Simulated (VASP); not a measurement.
Energy against volume of PdIn (CsCl type). Computed with PBE GGA with D4 dispersion, VASP's PBE PAW potentials (set 64) (plane waves; VASP). Numerical set-up: 520 eV cut-off, 11×11×11 Γ-centred mesh, first-order Methfessel-Paxton smearing of 0.10 eV, potentials In_d Pd.

```csv
V (Å³/atom),E (eV/atom)
16.955,-4.83650
17.479,-4.84250
18.004,-4.83585
18.528,-4.81931
```

### Question
Fit these four points and predict the energy of the run at 16.431 Å³/atom.

### Answer
A cubic in V^(−2/3), the third-order Birch-Murnaghan form, passes through the four points with V0 = 17.45 Å³/atom and B0 = 130 GPa, and gives -4.8145 eV/atom there. The run gave -4.8152 eV/atom, -0.7 meV/atom from the fit; all five points give B0 = 128 GPa.

The compound is PdIn in the CsCl type structure. It was relaxed first.
